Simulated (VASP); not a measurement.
All values below come from revPBE GGA, VASP's PBE PAW potentials (set 64) (plane waves; VASP 6.6.1).

The input files of a VASP run:

**POSCAR**
```
Nb
1
   -1.6618239986     1.6618239986     1.6618239986
    1.6618239986    -1.6618239986     1.6618239986
    1.6618239986     1.6618239986    -1.6618239986
Nb
1
Direct
  0.0000000000   0.0000000000   0.0000000000
```

### KPOINTS
```
Automatic
0
gamma
 17 17 17
0 0 0
```

**INCAR**
```
SYSTEM = Nb
PREC = Accurate
ENCUT = 520
EDIFF = 1E-7
NELM = 100
ALGO = Normal
LREAL = .FALSE.
LASPH = .TRUE.
ISMEAR = -5
GGA = RE
LMAXMIX = 4
LWAVE = .FALSE.
LCHARG = .TRUE.
LORBIT = 11
NEDOS = 601
ISIF = 2
```

POTCAR, in this order: Nb_sv (PBE.64 set). Program: vasp_std.

### Question
Predict the energy per atom (σ→0), band gap (on the k-mesh).

### Answer

* **energy per atom (σ→0)**: -946.4 kJ/mol of atoms
* **band gap (on the k-mesh)**: none (metal, semimetal or under 0.01 eV)

File OSZICAR:
```
...
DAV:   8    -0.980866097524E+01   -0.58549E-02   -0.12829E-02  3846   0.177E+00    0.509E-02
DAV:   9    -0.980872166498E+01   -0.60690E-04   -0.11964E-03  5768   0.370E-01    0.494E-02
DAV:  10    -0.980874631113E+01   -0.24646E-04   -0.30764E-05  4078   0.945E-02    0.186E-02
DAV:  11    -0.980873758299E+01    0.87281E-05   -0.75891E-06  3680   0.561E-02    0.358E-03
DAV:  12    -0.980873741650E+01    0.16649E-06   -0.32337E-07  4646   0.766E-03    0.148E-03
DAV:  13    -0.980873717749E+01    0.23901E-06   -0.19578E-08  1978   0.215E-03    0.321E-04
DAV:  14    -0.980873716766E+01    0.98350E-08   -0.57361E-09  1906   0.160E-03
   1 F= -.98087372E+01 E0= -.98087372E+01  d E =0.000000E+00
```

The compound is Nb in the bcc structure. It was relaxed first.
